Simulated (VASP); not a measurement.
Input:

```xyz
4
Lattice="4.1064 0.0000 0.0000 0.0000 4.1064 0.0000 0.0000 0.0000 4.1064" Properties=species:S:1:pos:R:3 pbc="T T T"
Sc     0.0000     0.0000     0.0000
Al     0.0000     2.0532     2.0532
Al     2.0532     0.0000     2.0532
Al     2.0532     2.0532     0.0000
```

All values below come from PBE GGA, VASP's PBE PAW potentials (set 64) (plane waves; VASP). Run with 530 eV cut-off, 7×7×7 Γ-centred mesh, first-order Methfessel-Paxton smearing of 0.10 eV, potentials Sc_sv Al.

Finite-difference elastic constants of metals are sensitive to mesh and smearing; shear constants can be off by tens of GPa.

Give the elastic stiffness tensor with the ions relaxed (GPa, in the frame of the cell).

|  | xx | yy | zz | yz | xz | xy |
|---|---|---|---|---|---|---|
| xx | 165 | 48.7 | 48.7 | 0.0 | 0.0 | 0.0 |
| yy | 48.7 | 165 | 48.7 | 0.0 | 0.0 | 0.0 |
| zz | 48.7 | 48.7 | 165 | 0.0 | 0.0 | 0.0 |
| yz | 0.0 | 0.0 | 0.0 | 64.6 | 0.0 | 0.0 |
| xz | 0.0 | 0.0 | 0.0 | 0.0 | 64.6 | 0.0 |
| xy | 0.0 | 0.0 | 0.0 | 0.0 | 0.0 | 64.6 |

Estimate the Hill bulk modulus, Hill shear modulus, Young's modulus, Poisson's ratio.

| Item | Result |
|---|---|
| Hill bulk modulus | 87.6 GPa |
| Hill shear modulus | 620 kbar |
| Young's modulus | 150 GPa |
| Poisson's ratio | 0.214 |

The compound is Al3Sc in the L1_2 structure. It was relaxed first.
